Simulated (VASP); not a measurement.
A convergence study with VASP on Ta$_{2}$C (space group C2): one setting is varied, all else stays as given below, so the limit is that of these other settings. The cell's lengths are 1 % over those of the tabulated start and one atom is moved, so it is off equilibrium.

```
Ta2C
1.0
    3.14604     0.00000     0.00000
   -1.57302     2.72455     0.00000
    0.00000     0.00000     4.98869
Ta C
2 1
Cartesian
  0.00000   1.81637   1.26663
  1.57302   0.90818   3.72206
  0.06060   0.00000   0.00000
```

Level of theory: PBEsol GGA, VASP's PBE PAW potentials (set 64) (plane waves; VASP 6.6.1). The tightest run used: 1000 eV cut-off, 13×13×7 Γ-centred mesh, first-order Methfessel-Paxton smearing of 0.10 eV, potentials Ta_pv C.

Task: The settings run are ENCUT = 250; ENCUT = 300; ENCUT = 350; ENCUT = 400; ENCUT = 450; ENCUT = 500; ENCUT = 550; ENCUT = 600; ENCUT = 650; ENCUT = 700; ENCUT = 750; ENCUT = 800; ENCUT = 850; ENCUT = 1000. From which on does the stress (every component) stay within 0.2 GPa of the tightest run?

Result: From ENCUT = 450 on: it is off by 0.15 there and by no more than 0.2 in any finer run, while ENCUT = 400 is off by 0.62.
```csv
setting,E (eV/atom),pressure (GPa),largest force (eV/Å),plane waves,difference judged (GPa)
ENCUT = 250,-12.2103,-20.00,0.993,392,8.31
ENCUT = 300,-12.2035,-16.04,0.976,537,4.32
ENCUT = 350,-12.2009,-13.64,0.981,651,1.89
ENCUT = 400,-12.2016,-12.37,0.988,788,0.62
ENCUT = 450,-12.2006,-11.91,0.987,965,0.15
ENCUT = 500,-12.2000,-11.79,0.987,1095,0.04
ENCUT = 550,-12.2000,-11.79,0.987,1273,0.04
ENCUT = 600,-12.2004,-11.82,0.987,1442,0.06
ENCUT = 650,-12.2008,-11.83,0.988,1640,0.08
ENCUT = 700,-12.2012,-11.82,0.988,1822,0.07
ENCUT = 750,-12.2014,-11.81,0.988,2015,0.06
ENCUT = 800,-12.2017,-11.79,0.988,2243,0.04
ENCUT = 850,-12.2018,-11.77,0.988,2430,0.02
ENCUT = 1000,-12.2018,-11.76,0.988,3092,0.00
```

Left out are rungs that failed or repeat a setting and relaxations that didn't move; long series are thinned to 24 rows.

The structure comes from a computed database's Ta2C entry; how it stands against other phases isn't given here. The cell was not relaxed at this level, forces remain on its atoms.
